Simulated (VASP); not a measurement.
Set up this calculation in VASP 6.6.1, as the native input.

```yaml
Task: density of states
Functional: PBE
Potentials_or_basis: VASP PAW PBE potentials, release 64 (Be, Te, Se)
Cutoff: 520 eV
k_mesh: 8 × 8 × 8
Occupations: gaussian, width 0.03 eV
Spin: no spin polarisation
k_mesh_for_the_DOS: 12 × 12 × 12
Occupations_for_the_DOS: tetrahedron
Further_INCAR_settings: ALGO = Fast; EDIFF = 1e-06; NBANDS = 26
```

The system is Be4TeSe3.

```
CELL_PARAMETERS angstrom
1.87811 1.08433 12.25649
-1.87811 1.08433 12.25649
0.00000 -2.16866 12.25649
ATOMIC_POSITIONS crystal
Be 0.93298 0.93298 0.93298
Be 0.18588 0.18588 0.18588
Be 0.69178 0.69178 0.69178
Be 0.43856 0.43856 0.43856
Te 0.99965 0.99965 0.99965
Se 0.24699 0.24699 0.24699
Se 0.75240 0.75240 0.75240
Se 0.49966 0.49966 0.49966
```

The cell was built by a generator and needn't be a form met in nature.

The input as run:

POSCAR

```
Be4TeSe3
1.0
    1.8781120000      1.0843280000     12.2564900000
   -1.8781120000      1.0843280000     12.2564900000
    0.0000000000     -2.1686570000     12.2564900000
Be Te Se
4 1 3
Direct
    0.9329780000      0.9329780000      0.9329780000
    0.1858830000      0.1858830000      0.1858830000
    0.6917780000      0.6917780000      0.6917780000
    0.4385620000      0.4385620000      0.4385620000
    0.9996450000      0.9996450000      0.9996450000
    0.2469910000      0.2469910000      0.2469910000
    0.7524020000      0.7524020000      0.7524020000
    0.4996610000      0.4996610000      0.4996610000
```

INCAR.step1

```
  PREC = Accurate
  ENCUT = 520
  EDIFF = 1E-6
  ISMEAR = 0
  SIGMA = 0.03
  LREAL = F
  LASPH = T
  NELM = 80
  ALGO = Fast
  ISIF = 2
  LWAVE = F
  LCHARG = T
  GGA = PE
  NBANDS = 26
  KPAR = 4
```

KPOINTS.step1

```
regular mesh
0
Gamma
  8 8 8
```

INCAR.step2

```
  PREC = Accurate
  ENCUT = 520
  EDIFF = 1E-6
  ISMEAR = -5
  SIGMA = 0.03
  LREAL = F
  LASPH = T
  NELM = 80
  ALGO = Fast
  ISIF = 2
  LWAVE = F
  LCHARG = F
  GGA = PE
  LORBIT = 11
  NBANDS = 26
  KPAR = 4
  NEDOS = 1001
  ICHARG = 11
```

KPOINTS.step2

```
regular mesh
0
Gamma
  12 12 12
```

Potentials or basis: VASP PAW PBE potentials, release 64 (Be, Te, Se).

Run with:

```sh
$ cat potpaw_PBE.64/Be/POTCAR potpaw_PBE.64/Te/POTCAR potpaw_PBE.64/Se/POTCAR > POTCAR
$ cp INCAR.step1 INCAR
$ cp KPOINTS.step1 KPOINTS
$ mpirun -np 4 vasp_std > vasp.out
$ cp INCAR.step2 INCAR
$ cp KPOINTS.step2 KPOINTS
$ mpirun -np 4 vasp_std > vasp.out
```

Results of the run:

```json
{
 "Valence electrons inside the program's atomic spheres": "Be 0.91, 0.92, 1.04; Te 3.56; Se 3.94"
}
```

It took 30 min on 4 MPI ranks on Intel(R) Xeon(R) Platinum 8488C (Sapphire Rapids), with other jobs on the host, peak memory 2.1 GiB a rank.
